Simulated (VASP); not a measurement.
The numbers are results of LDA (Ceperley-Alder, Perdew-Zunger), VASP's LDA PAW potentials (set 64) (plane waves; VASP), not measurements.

A VASP calculation is set up with these files.

KPOINTS:
```
Automatic mesh
0
Gamma
10 10 10
0 0 0
```

### INCAR
```
ALGO  =  Normal
EDIFF  =  1E-7
ENCUT  =  520
ISIF  =  2
ISMEAR  =  1
LASPH  =  .TRUE.
LCHARG  =  .FALSE.
LMAXMIX  =  4
LREAL  =  .FALSE.
LWAVE  =  .FALSE.
NELM  =  100
PREC  =  Accurate
SIGMA  =  0.1
SYSTEM  =  CoSi2
```

File POSCAR:
```
CoSi2
1.0
  0.0000000000   2.6653149264   2.6653149264
  2.6653149264   0.0000000000   2.6653149264
  2.6653149264   2.6653149264   0.0000000000
Co Si
1 2
Cart
  0.0000000000   0.0000000000   0.0000000000
  1.3326574632   1.3326574632   1.3326574632
  3.9979723896   3.9979723896   3.9979723896
```

POTCAR, in this order: Co Si (LDA.64 set). Program: vasp_std.

What VASP printed:

### OSZICAR
```
       N       E                     dE             d eps       ncg     rms          rms(c)
DAV:   1     0.717713937432E+02    0.71771E+02   -0.72611E+03  1128   0.139E+03
DAV:   2    -0.186490443282E+02   -0.90420E+02   -0.84554E+02  1152   0.260E+02
DAV:   3    -0.232036139187E+02   -0.45546E+01   -0.43434E+01  1396   0.673E+01
DAV:   4    -0.233316028061E+02   -0.12799E+00   -0.12759E+00  1424   0.104E+01
DAV:   5    -0.233352458327E+02   -0.36430E-02   -0.36421E-02  1480   0.187E+00    0.143E+01
DAV:   6    -0.262726291718E+02   -0.29374E+01   -0.36477E+01  1420   0.132E+02    0.167E+01
DAV:   7    -0.219555539938E+02    0.43171E+01   -0.15478E+01  1516   0.104E+02    0.373E+00
DAV:   8    -0.219450689402E+02    0.10485E-01   -0.91349E-01  1336   0.768E+00    0.182E+00
DAV:   9    -0.219092743198E+02    0.35795E-01   -0.10857E-01  1468   0.708E+00    0.436E-01
DAV:  10    -0.219086611481E+02    0.61317E-03   -0.67205E-03  1452   0.105E+00    0.886E-02
DAV:  11    -0.219085777924E+02    0.83356E-04   -0.56667E-04  1684   0.468E-01    0.469E-02
DAV:  12    -0.219085774209E+02    0.37148E-06   -0.27761E-05  1624   0.854E-02    0.187E-02
DAV:  13    -0.219085769750E+02    0.44596E-06   -0.22654E-06  1424   0.135E-02    0.415E-03
DAV:  14    -0.219085770888E+02   -0.11383E-06   -0.23844E-07  1120   0.897E-03    0.296E-03
DAV:  15    -0.219085769801E+02    0.10873E-06   -0.21031E-07   812   0.114E-02    0.665E-04
DAV:  16    -0.219085769817E+02   -0.16207E-08   -0.46520E-08   692   0.181E-03
   1 F= -.21908577E+02 E0= -.21908984E+02  d E =0.122179E-02
```

OUTCAR:
```
------------------------ aborting loop because EDIFF is reached ----------------------------------------
  FORCE on cell =-STRESS in cart. coord.  units (eV):
  Direction    XX          YY          ZZ          XY          YZ          ZX
  --------------------------------------------------------------------------------------
  Total       -1.3936940     -1.3936940     -1.3936940     -0.0000000      0.0000000     -0.0000000
  in kB      -58.9661011    -58.9661011    -58.9661011     -0.0000000      0.0000000     -0.0000000
  external PRESSURE =     -58.9661011 kB  Pullay stress =       0.0000000 kB
  volume of cell :       37.87
      direct lattice vectors                 reciprocal lattice vectors
     0.000000000  2.665314926  2.665314926    -0.187595092  0.187595092  0.187595092
     2.665314926  0.000000000  2.665314926     0.187595092 -0.187595092  0.187595092
     2.665314926  2.665314926  0.000000000     0.187595092  0.187595092 -0.187595092
 POSITION                                       TOTAL-FORCE (eV/Angst)
 -----------------------------------------------------------------------------------
      0.00000      0.00000      0.00000         0.000000     -0.000000      0.000000
      1.33266      1.33266      1.33266         0.000000      0.000000      0.000000
      3.99797      3.99797      3.99797        -0.000000     -0.000000     -0.000000
 -----------------------------------------------------------------------------------
    total drift:                               -0.000000     -0.000000      0.000000
  FREE ENERGIE OF THE ION-ELECTRON SYSTEM (eV)
  ---------------------------------------------------
  free  energy   TOTEN  =       -21.9085769817 eV

  energy  without entropy=      -21.9097987677  energy(sigma->0) =      -21.90898424
```
(Selected blocks of OUTCAR.)

File OUTCAR:
```
 val. band max:       10.1421534103   @ k =   0.4000   0.0000   0.0000

 cond. band min:      10.2119522070   @ k =  -0.2000   0.3000   0.1000


 Fermi energy:        10.1773116486

 k-point     1 :       0.0000    0.0000    0.0000
  band No.  band energies     occupation
      1      -2.9933      2.00000
      2       6.0293      2.00000
      3       6.0293      2.00000
      4       6.0293      2.00000
      5       8.2282      2.00000
      6       8.2282      2.00000
      7      11.0003     -0.00000
      8      13.6527      0.00000
      9      13.6527      0.00000
     10      13.6527      0.00000
     11      13.6608      0.00000
     12      13.6608      0.00000

 k-point     2 :       0.1000    0.0000    0.0000
  band No.  band energies     occupation
      1      -2.8402      2.00000
      2       5.6686      2.00000
      3       6.0836      2.00000
      4       6.0836      2.00000
      5       8.1835      2.00000
      6       8.1835      2.00000
      7      11.0345     -0.00000
      8      12.0414     -0.00000
      9      12.7513      0.00000
     10      12.7513      0.00000
     11      14.5669      0.00000
     12      14.5669      0.00000

 k-point     3 :       0.2000    0.0000    0.0000
  band No.  band energies     occupation
      1      -2.3850      2.00000
      2       4.7362      2.00000
      3       6.2262      2.00000
      4       6.2262      2.00000
      5       8.1015      2.00000
      6       8.1015      2.00000
      7       9.8978      2.00056
      8      11.8591     -0.00000
      9      11.8591     -0.00000
     10      12.2025      0.00000
     11      14.3989      0.00000
     12      14.3989      0.00000

 k-point     4 :       0.3000    0.0000    0.0000
  band No.  band energies     occupation
      1      -1.6419      2.00000
      2       3.4609      2.00000
      3       6.3916      2.00000
      4       6.3916      2.00000
      5       8.1091      2.00000
      6       8.1091      2.00000
...
```

The compound is CoSi2 in the fluorite structure. This cell is one point of a volume scan, at 1.03 of the reference volume. The run is not spin-polarised, so no magnetic state was tried. The electron count is odd and the run is not spin-polarised, which forces a metal.
